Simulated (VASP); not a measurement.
Given:

```yaml
crystal:
  lattice:
    - [0.00000, 2.51836, 2.51836]
    - [2.51836, 0.00000, 2.51836]
    - [2.51836, 2.51836, 0.00000]
  atoms:
    - { symbol: Eu, position: [0.00000, 0.00000, 0.00000] }
    - { symbol: O, position: [0.50000, 0.50000, 0.50000] }
```

Calculation: RPBE GGA, VASP's PBE PAW potentials (set 64) (plane waves; VASP). Numerical set-up: 520 eV cut-off, 10×10×10 Γ-centred mesh, tetrahedra with Blöchl corrections, potentials Eu_2 O.

The 4f electrons are frozen in the core of the lanthanide potential, so 4f levels, which can set the real gap, and their magnetism are missing.

Task: Estimate the energy per atom (σ→0), band gap (on the k-mesh) with the smallest direct gap where there is one.

Result: 
```
Quantity                                     Result
-----------------------------------  --------------
band gap (on the k-mesh)                    2.91 eV
smallest direct gap (on the k-mesh)         2.91 eV
energy per atom (σ→0)                -6193 meV/atom
```

The absolute energy has meaning only against runs of the same code, potentials and settings.

The compound is EuO in the rock salt structure. It was relaxed first, which changed the volume by -6 %.
